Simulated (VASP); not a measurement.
Output of a VASP run:

OSZICAR:
```
       N       E                     dE             d eps       ncg     rms          rms(c)
DAV:   1     0.120237326043E+03    0.12024E+03   -0.93115E+03  1416   0.147E+03
DAV:   2    -0.148394342107E+02   -0.13508E+03   -0.12214E+03  1768   0.364E+02
DAV:   3    -0.206460633652E+02   -0.58066E+01   -0.57732E+01  1840   0.717E+01
DAV:   4    -0.208597074020E+02   -0.21364E+00   -0.21344E+00  2220   0.118E+01
DAV:   5    -0.208616933744E+02   -0.19860E-02   -0.19859E-02  1808   0.127E+00    0.599E+00
DAV:   6    -0.152509951884E+02    0.56107E+01   -0.28314E+00  2016   0.201E+01    0.242E+00
DAV:   7    -0.148880550678E+02    0.36294E+00   -0.82702E-01  2152   0.116E+01    0.184E+00
DAV:   8    -0.160130082899E+02   -0.11250E+01   -0.57043E-01  2024   0.971E+00    0.943E-01
DAV:   9    -0.145323086822E+02    0.14807E+01   -0.34522E-01  1444   0.665E+00    0.731E-01
DAV:  10    -0.149388028287E+02   -0.40649E+00   -0.27062E-01  1456   0.596E+00    0.205E-01
DAV:  11    -0.149979763824E+02   -0.59174E-01   -0.90765E-03  2276   0.121E+00    0.264E-01
DAV:  12    -0.149785861409E+02    0.19390E-01   -0.48684E-04  1712   0.331E-01    0.265E-01
DAV:  13    -0.149354416387E+02    0.43145E-01   -0.29710E-02  1448   0.271E+00    0.245E-01
DAV:  14    -0.149352940611E+02    0.14758E-03   -0.54990E-04  1728   0.322E-01    0.212E-01
DAV:  15    -0.149352623426E+02    0.31719E-04   -0.40495E-04  1496   0.321E-01    0.202E-01
DAV:  16    -0.149356888944E+02   -0.42655E-03   -0.17886E-03  1472   0.524E-01    0.116E-01
DAV:  17    -0.149357988654E+02   -0.10997E-03   -0.71352E-05  1944   0.101E-01    0.984E-02
DAV:  18    -0.149357727541E+02    0.26111E-04   -0.50714E-05  1636   0.731E-02    0.652E-02
DAV:  19    -0.149358197042E+02   -0.46950E-04   -0.23234E-05  1496   0.712E-02    0.340E-02
DAV:  20    -0.149358192155E+02    0.48867E-06   -0.97717E-07  1764   0.152E-02    0.301E-02
DAV:  21    -0.149358222349E+02   -0.30193E-05   -0.10885E-06  1676   0.112E-02    0.215E-02
DAV:  22    -0.149358308588E+02   -0.86240E-05   -0.17068E-05  1492   0.394E-02    0.452E-03
DAV:  23    -0.149358307457E+02    0.11313E-06   -0.13873E-06  1640   0.146E-02    0.155E-03
DAV:  24    -0.149358307294E+02    0.16283E-07   -0.18849E-07  1100   0.627E-03
   1 F= -.14935831E+02 E0= -.14935831E+02  d E =-.327528E-21
```

### OUTCAR
```
------------------------ aborting loop because EDIFF is reached ----------------------------------------
  FORCE on cell =-STRESS in cart. coord.  units (eV):
  Direction    XX          YY          ZZ          XY          YZ          ZX
  --------------------------------------------------------------------------------------
  Total       -0.0394853      0.5438854     -0.0394853     -0.0000000      0.0000000     -0.0000000
  in kB       -1.6826185     23.1770412     -1.6826185     -0.0000000      0.0000000     -0.0000000
  external PRESSURE =       6.6039347 kB  Pullay stress =       0.0000000 kB
  volume of cell :       37.60
      direct lattice vectors                 reciprocal lattice vectors
     0.000000000  2.658948999  2.658948999    -0.188044224  0.188044224  0.188044224
     2.658948999  0.000000000  2.658948999     0.188044224 -0.188044224  0.188044224
     2.658948999  2.658948999  0.000000000     0.188044224  0.188044224 -0.188044224
 POSITION                                       TOTAL-FORCE (eV/Angst)
 -----------------------------------------------------------------------------------
      0.00000      0.00000      0.00000         0.000000      0.435890      0.000000
      2.65895      2.85895      2.65895         0.000000     -0.435890      0.000000
 -----------------------------------------------------------------------------------
    total drift:                               -0.000001     -0.001406     -0.000001
  FREE ENERGIE OF THE ION-ELECTRON SYSTEM (eV)
  ---------------------------------------------------
  free  energy   TOTEN  =       -14.9358307294 eV

  energy  without entropy=      -14.9358307294  energy(sigma->0) =      -14.93583073
```
(Selected blocks of OUTCAR.)

### POSCAR
```
KF
1
    0.0000000000     2.6589489992     2.6589489992
    2.6589489992     0.0000000000     2.6589489992
    2.6589489992     2.6589489992    -0.0000000000
K F
1 1
Direct
  0.0000000000   0.0000000000   0.0000000000
  0.5376088447   0.4623911553   0.5376088447
```

Task: Write an INCAR and KPOINTS that could have produced this output.

Result: Several could match; the one computed here: the input of the run itself, r2SCAN meta-GGA, plane waves, VASP's PBE PAW potentials (set 64).

### INCAR
```
SYSTEM = KF
PREC = Accurate
ENCUT = 600
EDIFF = 1E-7
NELM = 100
ALGO = Normal
LREAL = .FALSE.
LASPH = .TRUE.
ISMEAR = 0
SIGMA = 0.05
METAGGA = R2SCAN
LMIXTAU = .TRUE.
LWAVE = .FALSE.
LCHARG = .FALSE.
ISIF = 2
```

KPOINTS:
```
Automatic mesh
0
Gamma
8 8 8
0 0 0
```

POTCAR, in this order: K_sv F (PBE.64 set). Program: vasp_std.

The compound is KF in the rock salt structure. This cell was strained or had an atom moved on purpose.
